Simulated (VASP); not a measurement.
Data:

```xyz
1
Lattice="0.0000 1.9536 1.9536 1.9536 0.0000 1.9536 1.9536 1.9536 0.0000" Properties=species:S:1:pos:R:3 pbc="T T T"
Pd     0.0000     0.0000     0.0000
```

These are PW91 GGA, VASP's PBE PAW potentials (set 64) (plane waves; VASP 6.6.1) values and carry that method's errors. Settings: 520 eV cut-off, 16×16×16 Γ-centred mesh, first-order Methfessel-Paxton smearing of 0.10 eV, potentials Pd.

Task: Predict the energy per atom (σ→0), pressure, band gap (on the k-mesh) with the smallest direct gap where there is one.

Result: 
- band gap (on the k-mesh): none (metal, semimetal or under 0.01 eV)
- energy per atom (σ→0): -5.241 eV/atom
- pressure: 5.40 GPa

The absolute energy has meaning only against runs of the same code, potentials and settings.

The compound is Pd in the fcc structure. This cell is one point of a volume scan, at 0.97 of the reference volume.
